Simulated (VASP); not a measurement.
A convergence study with VASP on MoS$_{2}$ (2H layered): one setting is varied, all else stays as given below, so the limit is that of these other settings.

```
CELL_PARAMETERS angstrom
      1.58000    -2.73664     0.00000
      1.58000     2.73664     0.00000
      0.00000     0.00000    12.30000
ATOMIC_POSITIONS crystal
  Mo 0.33333 0.66667 0.25000
  Mo 0.66667 0.33333 0.75000
  S  0.33333 0.66667 0.87900
  S  0.66667 0.33333 0.37900
  S  0.66667 0.33333 0.12100
  S  0.33333 0.66667 0.62100
```

Computed with PBEsol GGA, VASP's PBE PAW potentials (set 64) (plane waves; VASP). The tightest run used: 550 eV cut-off, 17×17×4 Γ-centred mesh, tetrahedra with Blöchl corrections, potentials Mo_sv S.

### Question
The settings run are 4×4×1 mesh; 5×5×1 mesh; 6×6×1 mesh; 7×7×2 mesh; 8×8×2 mesh; 9×9×2 mesh; 10×10×2 mesh; 11×11×2 mesh; 12×12×3 mesh; 13×13×3 mesh; 14×14×3 mesh; 15×15×3 mesh; 16×16×4 mesh; 17×17×4 mesh. From which on does the stress (every component) stay within 0.1 GPa of the tightest run?

### Answer
From 7×7×2 mesh on: it is off by 0.01 there and by no more than 0.1 in any finer run, while 6×6×1 mesh is off by 0.44.
| setting | E (eV/atom) | pressure (GPa) | largest force (eV/Å) | irreducible k-points | difference judged (GPa) |
|---|---|---|---|---|---|
| 4×4×1 mesh | -7.8210 | -4.41 | 0.728 | 4 | 0.40 |
| 5×5×1 mesh | -7.8027 | -4.03 | 0.677 | 5 | 0.45 |
| 6×6×1 mesh | -7.8026 | -4.03 | 0.680 | 7 | 0.44 |
| 7×7×2 mesh | -7.8084 | -4.19 | 0.655 | 16 | 0.01 |
| 8×8×2 mesh | -7.8082 | -4.19 | 0.655 | 20 | 0.01 |
| 9×9×2 mesh | -7.8082 | -4.19 | 0.655 | 24 | 0.01 |
| 10×10×2 mesh | -7.8083 | -4.19 | 0.655 | 28 | 0.00 |
| 11×11×2 mesh | -7.8083 | -4.19 | 0.655 | 32 | 0.01 |
| 12×12×3 mesh | -7.8083 | -4.19 | 0.655 | 38 | 0.00 |
| 13×13×3 mesh | -7.8083 | -4.19 | 0.655 | 42 | 0.00 |
| 14×14×3 mesh | -7.8083 | -4.19 | 0.655 | 48 | 0.00 |
| 15×15×3 mesh | -7.8083 | -4.19 | 0.655 | 54 | 0.00 |
| 16×16×4 mesh | -7.8083 | -4.19 | 0.655 | 90 | 0.00 |
| 17×17×4 mesh | -7.8083 | -4.19 | 0.655 | 99 | 0.00 |

Left out are rungs that failed or repeat a setting and relaxations that didn't move; long series are thinned to 24 rows.

The compound is MoS2 in the 2H layered structure. The cell was not relaxed at this level, forces remain on its atoms.
